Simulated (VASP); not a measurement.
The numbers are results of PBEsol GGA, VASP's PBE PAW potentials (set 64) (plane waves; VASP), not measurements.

VASP ran on this input.

File POSCAR:
```
RuS
1.0
  3.2630000000   0.0000000000   0.0000000000
  0.0000000000   3.2630000000   0.0000000000
  0.0000000000   0.0000000000   3.2630000000
Ru S
1 1
Cartesian
  0.0000000000   0.0000000000   0.0000000000
  1.6315000000   1.6315000000   1.6315000000
```

### KPOINTS
```
Automatic mesh
0
Gamma
10 10 10
0 0 0
```

### INCAR
```
SYSTEM = RuS
PREC = Accurate
ENCUT = 400
EDIFF = 1E-6
NELM = 100
ALGO = Normal
LREAL = .FALSE.
LASPH = .TRUE.
ISMEAR = 1
SIGMA = 0.1
GGA = PS
LMAXMIX = 4
LWAVE = .FALSE.
LCHARG = .FALSE.
IBRION = 2
ISIF = 3
NSW = 60
EDIFFG = -0.01
```

POTCAR, in this order: Ru_pv S (PBE.64 set). Program: vasp_std.

The resulting files:

File OUTCAR:
```
 ion  position               nearest neighbor table
   1  0.000  0.000  0.000-   2 2.83   2 2.83   2 2.83   2 2.83   2 2.83   2 2.83   2 2.83   2 2.83
  LATTYP: Found a simple cubic cell.
 ALAT       =     3.2630000000
 Subroutine PRICEL returns:
 Original cell was already a primitive cell.
 Subroutine GETGRP returns: Found 48 space group operations
The static configuration has the point symmetry O_h .
The dynamic configuration has the point symmetry O_h .
 Subroutine INISYM returns: Found 48 space group operations
 Subroutine IBZKPT returns following result:
 Found     56 irreducible k-points:

 Following reciprocal coordinates:
            Coordinates               Weight
  0.000000  0.000000  0.000000      1.000000
  0.100000  0.000000  0.000000      6.000000
  0.200000  0.000000  0.000000      6.000000
  0.300000  0.000000  0.000000      6.000000
  0.400000  0.000000  0.000000      6.000000
  0.500000  0.000000  0.000000      3.000000
  0.100000  0.100000  0.000000     12.000000
  0.200000  0.100000  0.000000     24.000000
  0.300000  0.100000  0.000000     24.000000
  0.400000  0.100000  0.000000     24.000000
...
```

### OSZICAR
```
       N       E                     dE             d eps       ncg     rms          rms(c)
DAV:   1     0.111214015778E+03    0.11121E+03   -0.10117E+04  1720   0.112E+03
DAV:   2    -0.104423034240E+02   -0.12166E+03   -0.11938E+03  1886   0.301E+02
DAV:   3    -0.136458505793E+02   -0.32035E+01   -0.31772E+01  1826   0.499E+01
DAV:   4    -0.136798211362E+02   -0.33971E-01   -0.33951E-01  1966   0.525E+00
DAV:   5    -0.136805453247E+02   -0.72419E-03   -0.72414E-03  1936   0.683E-01    0.118E+01
DAV:   6    -0.134295744702E+02    0.25097E+00   -0.42050E+00  1664   0.200E+01    0.686E+00
DAV:   7    -0.131195266844E+02    0.31005E+00   -0.11013E+00  1714   0.104E+01    0.343E+00
DAV:   8    -0.131014960030E+02    0.18031E-01   -0.11680E-01  1748   0.297E+00    0.133E+00
DAV:   9    -0.131017789612E+02   -0.28296E-03   -0.14638E-03  1962   0.351E-01    0.810E-01
DAV:  10    -0.131015613917E+02    0.21757E-03   -0.25047E-03  1694   0.536E-01    0.105E-01
DAV:  11    -0.131015397217E+02    0.21670E-04   -0.50356E-05  1952   0.844E-02    0.892E-02
DAV:  12    -0.131015388575E+02    0.86422E-06   -0.84006E-06  1762   0.273E-02
   1 F= -.13101539E+02 E0= -.13101214E+02  d E =-.131015E+02
       N       E                     dE             d eps       ncg     rms          rms(c)
DAV:   1    -0.936800886717E+02   -0.80579E+02   -0.15867E+03  1586   0.430E+02    0.147E+02
DAV:   2    -0.194787659276E+02    0.74201E+02   -0.19676E+02  1592   0.196E+02    0.277E+01
DAV:   3    -0.139231742059E+02    0.55556E+01   -0.90904E+00  1904   0.320E+01    0.180E+01
DAV:   4    -0.125476241392E+02    0.13756E+01   -0.67036E+00  1610   0.222E+01    0.112E+01
DAV:   5    -0.125456240365E+02    0.20001E-02   -0.16155E-01  2030   0.372E+00    0.106E+01
DAV:   6    -0.125714505000E+02   -0.25826E-01   -0.47499E-02  2132   0.224E+00    0.462E+00
DAV:   7    -0.125756927515E+02   -0.42423E-02   -0.44103E-02  1724   0.232E+00    0.605E-01
DAV:   8    -0.125757439848E+02   -0.51233E-04   -0.27830E-03  2178   0.446E-01    0.515E-01
DAV:   9    -0.125764574729E+02   -0.71349E-03   -0.55295E-04  1784   0.252E-01    0.141E+00
DAV:  10    -0.125756543030E+02    0.80317E-03   -0.13836E-03  1748   0.402E-01    0.340E-02
DAV:  11    -0.125756561125E+02   -0.18094E-05   -0.21141E-05  1994   0.453E-02    0.235E-02
DAV:  12    -0.125756560023E+02    0.11015E-06   -0.14229E-06  1234   0.129E-02
   2 F= -.12575656E+02 E0= -.12575362E+02  d E =0.525883E+00
       N       E                     dE             d eps       ncg     rms          rms(c)
DAV:   1    -0.418483978660E+02   -0.29273E+02   -0.48702E+02  1658   0.299E+02    0.148E+02
DAV:   2    -0.252909459642E+02    0.16557E+02   -0.35151E+02  1732   0.159E+02    0.646E+01
DAV:   3    -0.148025813654E+02    0.10488E+02   -0.25501E+01  1610   0.470E+01    0.487E+01
DAV:   4    -0.146714341098E+02    0.13115E+00   -0.11500E+00  1676   0.901E+00    0.394E+01
DAV:   5    -0.144642732843E+02    0.20716E+00   -0.22388E-01  1766   0.334E+00    0.239E+01
DAV:   6    -0.143881028582E+02    0.76170E-01   -0.28947E-01  1628   0.345E+00    0.423E+00
DAV:   7    -0.143885911852E+02   -0.48833E-03   -0.16943E-02  2132   0.111E+00    0.121E+00
DAV:   8    -0.143886437398E+02   -0.52555E-04   -0.83647E-04  1636   0.281E-01    0.234E-01
DAV:   9    -0.143886381257E+02    0.56141E-05   -0.22165E-04  1782   0.133E-01    0.239E-01
DAV:  10    -0.143886156733E+02    0.22452E-04   -0.13861E-04  1640   0.130E-01    0.321E-02
DAV:  11    -0.143886137226E+02    0.19507E-05   -0.48384E-06  1908   0.231E-02    0.115E-02
DAV:  12    -0.143886133343E+02    0.38828E-06   -0.73659E-07   796   0.835E-03
   3 F= -.14388613E+02 E0= -.14388480E+02  d E =-.128707E+01
       N       E                     dE             d eps       ncg     rms          rms(c)
DAV:   1    -0.144421359111E+02   -0.53522E-01   -0.87521E-01  1598   0.116E+01    0.196E+00
DAV:   2    -0.144063478727E+02    0.35788E-01   -0.26755E-01  1598   0.582E+00    0.659E-01
DAV:   3    -0.143953210499E+02    0.11027E-01   -0.28067E-02  1662   0.180E+00    0.319E-01
DAV:   4    -0.143945488554E+02    0.77219E-03   -0.49078E-03  1670   0.663E-01    0.872E-02
DAV:   5    -0.143946136444E+02   -0.64789E-04   -0.10252E-04  1904   0.946E-02    0.623E-02
DAV:   6    -0.143946611429E+02   -0.47498E-04   -0.45346E-05  1820   0.623E-02    0.808E-03
DAV:   7    -0.143946608460E+02    0.29688E-06   -0.21899E-06  1864   0.137E-02
   4 F= -.14394661E+02 E0= -.14394794E+02  d E =-.129312E+01
       N       E                     dE             d eps       ncg     rms          rms(c)
DAV:   1    -0.144129739648E+02   -0.18313E-01   -0.32203E-01  1598   0.708E+00    0.119E+00
DAV:   2    -0.143997025972E+02    0.13271E-01   -0.97203E-02  1598   0.353E+00    0.380E-01
DAV:   3    -0.143958558508E+02    0.38467E-02   -0.94384E-03  1662   0.105E+00    0.184E-01
DAV:   4    -0.143955910013E+02    0.26485E-03   -0.18000E-03  1670   0.385E-01    0.548E-02
DAV:   5    -0.143956148122E+02   -0.23811E-04   -0.32195E-05  1970   0.553E-02    0.388E-02
DAV:   6    -0.143956350878E+02   -0.20276E-04   -0.15220E-05  1760   0.364E-02    0.521E-03
DAV:   7    -0.143956348127E+02    0.27507E-06   -0.66639E-07  1528   0.719E-03
   5 F= -.14395635E+02 E0= -.14395918E+02  d E =-.129410E+01
```

File OUTCAR:
```
------------------------ aborting loop because EDIFF is reached ----------------------------------------
  FORCE on cell =-STRESS in cart. coord.  units (eV):
  Direction    XX          YY          ZZ          XY          YZ          ZX
  --------------------------------------------------------------------------------------
  Total        0.0082164      0.0082164      0.0082164      0.0000000     -0.0000000      0.0000000
  in kB        0.5155346      0.5155346      0.5155346      0.0000000     -0.0000000      0.0000000
  external PRESSURE =       0.5155346 kB  Pullay stress =       0.0000000 kB
  volume of cell :       25.53
      direct lattice vectors                 reciprocal lattice vectors
     2.944727955 -0.000000000 -0.000000000     0.339589944  0.000000000  0.000000000
    -0.000000000  2.944727955  0.000000000     0.000000000  0.339589944  0.000000000
    -0.000000000 -0.000000000  2.944727955     0.000000000 -0.000000000  0.339589944
 POSITION                                       TOTAL-FORCE (eV/Angst)
 -----------------------------------------------------------------------------------
      0.00000      0.00000      0.00000         0.000000     -0.000000      0.000000
      1.47236      1.47236      1.47236        -0.000000      0.000000      0.000000
 -----------------------------------------------------------------------------------
    total drift:                                0.000000      0.000000      0.000000
  FREE ENERGIE OF THE ION-ELECTRON SYSTEM (eV)
  ---------------------------------------------------
  free  energy   TOTEN  =       -14.3956348127 eV

  energy  without entropy=      -14.3964854676  energy(sigma->0) =      -14.39591836

 reached required accuracy - stopping structural energy minimisation
```
(Selected blocks of OUTCAR.)

### CONTCAR
```
RuS
   1.00000000000000
     2.9447279552953844   -0.0000000000000000   -0.0000000000000000
    -0.0000000000000000    2.9447279552953844    0.0000000000000000
    -0.0000000000000000   -0.0000000000000000    2.9447279552953844
  Ru              S
     1     1
Direct
     0.0000000000000000    0.0000000000000000    0.0000000000000000
     0.5000000000000000    0.5000000000000000    0.5000000000000000
```

**OUTCAR**
```
 val. band max:       12.8689474084   @ k =   0.4000   0.3000   0.0000

 cond. band min:      12.9374772284   @ k =   0.2000   0.2000   0.1000


 Fermi energy:        12.9002735004

 k-point     1 :       0.0000    0.0000    0.0000
  band No.  band energies     occupation
      1     -30.0908      2.00000
      2     -30.0908      2.00000
      3     -30.0908      2.00000
      4      -4.3137      2.00000
      5       7.8867      2.00000
      6       7.8867      2.00000
      7      10.6042      2.00000
      8      10.6042      2.00000
      9      10.6042      2.00000
     10      11.8583      2.00000
     11      11.8583      2.00000
     12      11.8583      2.00000
     13      17.1216      0.00000
     14      21.6451      0.00000

 k-point     2 :       0.1000    0.0000    0.0000
  band No.  band energies     occupation
      1     -30.1153      2.00000
      2     -30.0886      2.00000
      3     -30.0886      2.00000
      4      -4.1666      2.00000
      5       7.5553      2.00000
      6       7.9637      2.00000
      7      10.0711      2.00000
      8      10.0711      2.00000
      9      10.4702      2.00000
     10      11.8900      2.00000
     11      12.4819      2.00000
     12      12.4819      2.00000
     13      17.6830      0.00000
     14      21.2352      0.00000

 k-point     3 :       0.2000    0.0000    0.0000
  band No.  band energies     occupation
      1     -30.1791      2.00000
      2     -30.0828      2.00000
      3     -30.0828      2.00000
      4      -3.7461      2.00000
      5       6.4163      2.00000
      6       8.1761      2.00000
      7       9.3075      2.00000
      8       9.3075      2.00000
      9      10.7834      2.00000
     10      11.9745      2.00000
     11      13.5250     -0.00000
     12      13.5250     -0.00000
     13      18.5925      0.00000
     14      20.2607      0.00000

 k-point     4 :       0.3000    0.0000    0.0000
  band No.  band energies     occupation
...
```

Energy and stress use the plane-wave basis of the starting cell.

The structure was generated: RuS was put into the CsCl type type (Pm-3m), which need not be its known phase. This run relaxes it. Symmetry was kept, so distortions that lower it aren't found.
